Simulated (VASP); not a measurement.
Data:

```
CdS
1.0
    2.06295    -3.57314     0.00000
    2.06295     3.57314     0.00000
    0.00000     0.00000     6.70342
Cd S
2 2
Cartesian
  2.06295  -1.19105   3.35183
  2.06295   1.19105   0.00012
  2.06295  -1.19105   5.87878
  2.06295   1.19105   2.52707
```

Method: PBEsol GGA, VASP's PBE PAW potentials (set 64) (plane waves; VASP). Settings: 400 eV cut-off, 7×7×4 Γ-centred mesh, tetrahedra with Blöchl corrections, potentials Cd S.

Task: Predict the energy per atom (σ→0).

Result: 
```yaml
energy per atom (σ→0): -3.407 eV/atom
```

Total energies compare only between runs with the same potentials, cut-off and functional.

The compound is CdS in the wurtzite structure. It was relaxed first.
